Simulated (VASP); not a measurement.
Method: PBE GGA, VASP's PBE PAW potentials (set 64) (plane waves; VASP).

Input for VASP

**INCAR**
```
# general
SYSTEM =KZnF3
PREC   =Accurate
ENCUT  =620   # plane-wave cut-off (eV)
LREAL  =.FALSE.
LASPH  =.TRUE.   # aspherical one-centre terms

# electronic loop
EDIFF  =1E-6   # SCF stop (eV)
NELM   =100   # most electronic steps
ALGO   =Normal   # blocked Davidson
LMAXMIX=4   # l cut-off of mixed one-centre charges

# smearing
ISMEAR =0   # Gaussian
SIGMA  =0.05   # width (eV)

# functional
GGA    =PE

# ions
IBRION =2
NSW    =40
ISIF   =3   # ions, shape and volume
EDIFFG =-0.02
PSTRESS=450

# output
LWAVE  =.FALSE.
LCHARG =.FALSE.
```

KPOINTS:
```
Regular mesh
0
gamma
  6 6 6
0 0 0
```

**POSCAR**
```
KZnF3
1.0
  3.7286892693   0.0000000000   0.0000000000
  0.0000000000   3.7286892693   0.0000000000
  0.0000000000   0.0000000000   3.7286892693
K Zn F
1 1 3
Cartesian
  0.0000000000   0.0000000000   0.0000000000
  1.8643446347   1.8643446347   1.8643446347
  1.8643446347   0.0000000000   1.8643446347
  0.0000000000   1.8643446347   1.8643446347
  1.8643446347   1.8643446347   0.0000000000
```

POTCAR, in this order: K_sv Zn F (PBE.64 set). Program: vasp_std.

**Question.** What will the output report for the number of irreducible k-points (NKPTS), largest plane-wave count, number of space-group operations, FFT grid (NGX, NGY, NGZ)?

**Answer.** 
| Quantity | Value |
|---|---|
| number of irreducible k-points (NKPTS) | 20 |
| largest plane-wave count | 1856 |
| number of space-group operations | 48 |
| FFT grid (NGX, NGY, NGZ) | 30 × 30 × 30 |

The compound is KZnF3 in the cubic perovskite structure. It was relaxed first under an external pressure of 45 GPa.
